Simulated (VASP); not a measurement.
Input:

```yaml
crystal:
  lattice:
    - [1.54684, -2.67921, 0.00000]
    - [1.54684, 2.67921, 0.00000]
    - [0.00000, 0.00000, 15.18064]
  atoms:
    - { symbol: Si, position: [0.00000, 0.00000, 0.99985] }
    - { symbol: Si, position: [0.00000, 0.00000, 0.49985] }
    - { symbol: Si, position: [0.66667, 0.33333, 0.83309] }
    - { symbol: Si, position: [0.33333, 0.66667, 0.33309] }
    - { symbol: Si, position: [0.66667, 0.33333, 0.16660] }
    - { symbol: Si, position: [0.33333, 0.66667, 0.66660] }
    - { symbol: C, position: [0.00000, 0.00000, 0.87448] }
    - { symbol: C, position: [0.00000, 0.00000, 0.37448] }
    - { symbol: C, position: [0.66667, 0.33333, 0.70809] }
    - { symbol: C, position: [0.33333, 0.66667, 0.20809] }
    - { symbol: C, position: [0.66667, 0.33333, 0.04160] }
    - { symbol: C, position: [0.33333, 0.66667, 0.54160] }
```

The numbers are results of PBE GGA, VASP's PBE PAW potentials (set 64) (plane waves; VASP), not measurements. Settings: 520 eV cut-off, Gaussian smearing of 0.050 eV, potentials Si C.

Q: Give the energies of bands 13 to 26 at the high-symmetry points, in eV from the valence-band maximum.

A: 
```json
[
 {"band": "13", "Γ": "-1.14", "M": "-4.57", "K": "-5.94", "A": "-1.08", "L": "-4.16", "H": "-5.74"},
 {"band": "14", "Γ": "-0.95", "M": "-4.40", "K": "-5.94", "A": "-1.08", "L": "-4.16", "H": "-5.74"},
 {"band": "15", "Γ": "-0.95", "M": "-3.20", "K": "-5.61", "A": "-0.76", "L": "-3.44", "H": "-5.20"},
 {"band": "16", "Γ": "-0.85", "M": "-3.04", "K": "-4.72", "A": "-0.76", "L": "-3.44", "H": "-5.20"},
 {"band": "17", "Γ": "-0.85", "M": "-2.90", "K": "-4.51", "A": "-0.64", "L": "-3.10", "H": "-4.78"},
 {"band": "18", "Γ": "-0.38", "M": "-2.81", "K": "-4.51", "A": "-0.64", "L": "-3.10", "H": "-4.78"},
 {"band": "19", "Γ": "-0.38", "M": "-2.78", "K": "-3.33", "A": "-0.64", "L": "-2.33", "H": "-3.02"},
 {"band": "20", "Γ": "-0.30", "M": "-2.24", "K": "-3.33", "A": "-0.64", "L": "-2.33", "H": "-3.02"},
 {"band": "21", "Γ": "-0.30", "M": "-1.80", "K": "-3.12", "A": "-0.10", "L": "-1.70", "H": "-2.61"},
 {"band": "22", "Γ": "-0.04", "M": "-1.77", "K": "-2.19", "A": "-0.10", "L": "-1.70", "H": "-2.61"},
 {"band": "23", "Γ": "0.00", "M": "-1.65", "K": "-2.06", "A": "-0.10", "L": "-1.30", "H": "-2.24"},
 {"band": "24", "Γ": "0.00", "M": "-1.10", "K": "-2.06", "A": "-0.10", "L": "-1.30", "H": "-2.24"},
 {"band": "25", "Γ": "5.06", "M": "2.03", "K": "3.48", "A": "5.13", "L": "2.07", "H": "3.67"},
 {"band": "26", "Γ": "5.24", "M": "2.21", "K": "3.48", "A": "5.13", "L": "2.07", "H": "3.67"}
]
```

The gap is indirect, 2.02 eV, from the valence maximum at Γ to the conduction minimum at L-M at 0.56.

The compound is SiC in the 6h structure. It was relaxed first.
